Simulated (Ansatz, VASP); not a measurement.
# Li5AuO4 (Li5AuO4 (C2/m)): VASP beside Ansatz, part 2 of 2

Aim: how closely do two programs agree when they are given the same cell, functional and k mesh?

VASP 6.6.1 and Ansatz 0.2.0.

So far. Step 2 (Ansatz: single point, PBEsol): The run ends at a pressure of -0.43 GPa, with forces up to 0.026 eV/Å.

### Step 3. VASP: single point, PBEsol

Level of this step: PBEsol; plane waves and PAW (Li, Au, O) (VASP).

The same cell, functional, mesh and smearing now go to VASP, with its own data sets and cutoff.

Lines of VASP's logs that name or quote its potential files are left out, and so is its time.

Contents of INCAR:

```
SYSTEM = Li5AuO4
PREC = Normal
ENCUT = 400
EDIFF = 1E-05
NELM = 120
ISMEAR = 0
SIGMA = 0.05
LREAL = Auto
ALGO = Fast
GGA = PS
LORBIT = 11
LWAVE = .FALSE.
LCHARG = .FALSE.
```

Contents of POSCAR:

```
Li5AuO4
1.0
    9.4175568596      0.0000000000     -0.0230269024
    0.0000000000      9.4237065584      0.0000000000
   -2.0764689440      0.0000000000      9.1760665010
Li Au O
40 8 32
Direct
    0.2500000000      0.2922333459      0.2500000000
    0.2500000000      0.2922333459      0.7500000000
    0.5000000000      0.7922333459      0.2500000000
    0.5000000000      0.7922333459      0.7500000000
    0.7500000000      0.2922333459      0.2500000000
    0.7500000000      0.2922333459      0.7500000000
    0.0000000000      0.7922333459      0.2500000000
    0.0000000000      0.7922333459      0.7500000000
    0.2500000000      0.7828180991      0.0000000000
    0.2500000000      0.7828180991      0.5000000000
    0.5000000000      0.2828180991      0.0000000000
    0.5000000000      0.2828180991      0.5000000000
    0.7500000000      0.7828180991      0.0000000000
    0.7500000000      0.7828180991      0.5000000000
    0.0000000000      0.2828180991      0.0000000000
    0.0000000000      0.2828180991      0.5000000000
    0.2500000000      0.2171819009      0.0000000000
    0.2500000000      0.2171819009      0.5000000000
    0.5000000000      0.7171819009      0.0000000000
    0.5000000000      0.7171819009      0.5000000000
    0.7500000000      0.2171819009      0.0000000000
    0.7500000000      0.2171819009      0.5000000000
    0.0000000000      0.7171819009      0.0000000000
    0.0000000000      0.7171819009      0.5000000000
    0.2500000000      0.7077666541      0.2500000000
    0.2500000000      0.7077666541      0.7500000000
    0.5000000000      0.2077666541      0.2500000000
    0.5000000000      0.2077666541      0.7500000000
    0.7500000000      0.7077666541      0.2500000000
    0.7500000000      0.7077666541      0.7500000000
    0.0000000000      0.2077666541      0.2500000000
    0.0000000000      0.2077666541      0.7500000000
    0.0000000000      0.0000000000      0.0000000000
    0.0000000000      0.0000000000      0.5000000000
    0.2500000000      0.5000000000      0.0000000000
    0.2500000000      0.5000000000      0.5000000000
    0.5000000000      0.0000000000      0.0000000000
    0.5000000000      0.0000000000      0.5000000000
    0.7500000000      0.5000000000      0.0000000000
    0.7500000000      0.5000000000      0.5000000000
    0.2500000000      0.0000000000      0.2500000000
    0.2500000000      0.0000000000      0.7500000000
    0.5000000000      0.5000000000      0.2500000000
    0.5000000000      0.5000000000      0.7500000000
    0.7500000000      0.0000000000      0.2500000000
    0.7500000000      0.0000000000      0.7500000000
    0.0000000000      0.5000000000      0.2500000000
    0.0000000000      0.5000000000      0.7500000000
    0.1277490557      0.8529024177      0.1251201722
    0.1277490557      0.8529024177      0.6251201722
    0.3777490557      0.3529024177      0.1251201722
    0.3777490557      0.3529024177      0.6251201722
    0.6277490558      0.8529024177      0.1251201722
    0.6277490558      0.8529024177      0.6251201722
    0.8777490558      0.3529024177      0.1251201722
    0.8777490558      0.3529024177      0.6251201722
    0.3722509442      0.8529024177      0.3748798278
    0.3722509443      0.8529024177      0.8748798278
    0.6222509442      0.3529024177      0.3748798278
    0.6222509443      0.3529024177      0.8748798278
    0.8722509442      0.8529024177      0.3748798278
    0.8722509442      0.8529024177      0.8748798278
    0.1222509443      0.3529024177      0.3748798278
    0.1222509442      0.3529024177      0.8748798278
    0.1277490558      0.1470975823      0.1251201722
    0.1277490558      0.1470975823      0.6251201722
    0.3777490557      0.6470975823      0.1251201722
    0.3777490557      0.6470975823      0.6251201722
    0.6277490558      0.1470975823      0.1251201722
    0.6277490558      0.1470975823      0.6251201722
    0.8777490558      0.6470975823      0.1251201722
    0.8777490558      0.6470975823      0.6251201722
    0.3722509442      0.1470975823      0.3748798278
    0.3722509443      0.1470975823      0.8748798278
    0.6222509442      0.6470975823      0.3748798278
    0.6222509443      0.6470975823      0.8748798278
    0.8722509442      0.1470975823      0.3748798278
    0.8722509442      0.1470975823      0.8748798278
    0.1222509443      0.6470975823      0.3748798278
    0.1222509442      0.6470975823      0.8748798278
```

Contents of KPOINTS:

```
Automatic mesh
0
Gamma
1 1 1
0 0 0
```

PAW data sets: Li, Au and O (PBE family, release 64).

The run is started by

```console
export OMP_NUM_THREADS=5
mpirun -np 1 vasp_gam
```

Numbers of over 12 decimals in the logs are rounded to 6 here.

The log of the run:

```text
[banner, memory and clock lines left out]
running    1 mpi-ranks, on    1 nodes
[...]
Offloading initialized ...    1 GPUs detected
[...]
|                                                                             |
|               ----> ADVICE to this user running VASP <----                  |
|                                                                             |
|     You enforced a specific xc type in the INCAR file but a different       |
|     [... a line on the potential file left out ...]
|     I HOPE YOU KNOW WHAT YOU ARE DOING!                                     |
|                                                                             |

 LDA part: xc-table for (Slater+PW92), standard interpolation
 POSCAR, INCAR and KPOINTS ok, starting setup
[...]
entering main loop
       N       E                     dE             d eps       ncg     rms          rms(c)
DAV:   1     0.283763445020E+04    0.28376E+04   -0.15076E+05   410   0.125E+03
DAV:   2    -0.133893905611E+03   -0.29715E+04   -0.27697E+04   580   0.332E+02
DAV:   3    -0.500274702738E+03   -0.36638E+03   -0.36091E+03   436   0.121E+02
DAV:   4    -0.510202417349E+03   -0.99277E+01   -0.98844E+01   476   0.201E+01
[...]
RMM:  17    -0.402232666746E+03   -0.18987E-04   -0.14508E-04   419   0.213E-02    0.431E-02
RMM:  18    -0.402232693243E+03   -0.26497E-04   -0.57312E-05   412   0.156E-02    0.424E-02
RMM:  19    -0.402232691643E+03    0.16003E-05   -0.70760E-06   267   0.532E-03
   1 F= -.40223269E+03 E0= -.40223269E+03  d E =-.202369E-17
```

Parts of OUTCAR (step 3):

```text
  FREE ENERGIE OF THE ION-ELECTRON SYSTEM (eV)
  ---------------------------------------------------
  free  energy   TOTEN  =      -402.2326916425 eV

  energy  without entropy=     -402.2326916425  energy(sigma->0) =     -402.23269164
```

The run ends at a pressure of -3.85 GPa, with forces up to 0.014 eV/Å.

### Step 4. Comparison

Known differences besides the PAW data sets themselves: the data sets hold 464 valence electrons in Ansatz (default PAW (the set named soft_2) files) and 320 in VASP; the cutoff is 420 eV in Ansatz and 400 eV in VASP (PREC = Normal, projectors in real space); Ansatz makes its cores anew for this functional, VASP keeps those of its PBE data sets; VASP leaves aspherical gradient terms in its spheres out (LASPH is not set), Ansatz keeps them. Total energies have different zeros and are not compared.

Both answers:

| quantity | Ansatz | VASP | difference |
| --- | --- | --- | --- |
| pressure (GPa) | -0.43 | -3.85 | +3.41 |
| gap on the k mesh (eV) | 2.032 | 1.979 | +0.053 |

At this near-relaxed geometry the largest component of a force difference is 21 meV/Å. Ansatz's pressure holds a Pulay correction of 0.53 GPa; VASP's holds none.

### Step 5. What moves the difference

The difference is large enough to ask for its cause, so further runs change the set-up of one program at a time, as the table lists.

```
                                                           run  difference in pressure (GPa)
                                                      as above                           3.4
cores kept as stored, as VASP does, whose cores stay as stored                           3.4
                       Ansatz's larger PAW set (cutoff 900 eV)                           3.4
                   norm-conserving potentials (cutoff 1143 eV)                           3.1
```

### Step 6. Summary of results

```json
{
 "difference in pressure (single point, PBEsol)": "3.4 GPa",
 "r.m.s. force difference (single point, PBEsol)": "9.4 meV/Å",
 "difference in gap on the k mesh (single point, PBEsol)": "0.053 eV"
}
```

In words: The difference in pressure is 3.4 GPa (single point, PBEsol), beyond the 1 GPa picked in this series as the mark of a large difference. For single point, PBEsol: no further run halves the difference in pressure; only Ansatz's side was varied, and Ansatz's runs with other potentials lie closer to each other than to VASP, which for this quantity points to VASP's side; this was not tested here. How closely two codes agree says nothing of how well the functional describes the real material.

[Lines on the potential files, build, host, timing and source positions are cut from VASP's logs without a mark.]

[Logs are printed without paths, hosts, clocks, repeated set-up lines and the standing remarks that a program may print on its own settings, such as how far it seeks lower states.]

[Hosts, paths, dates, database ids (printed as entryN), source tags and the programs' standing remarks are cut or masked in the printed files.]
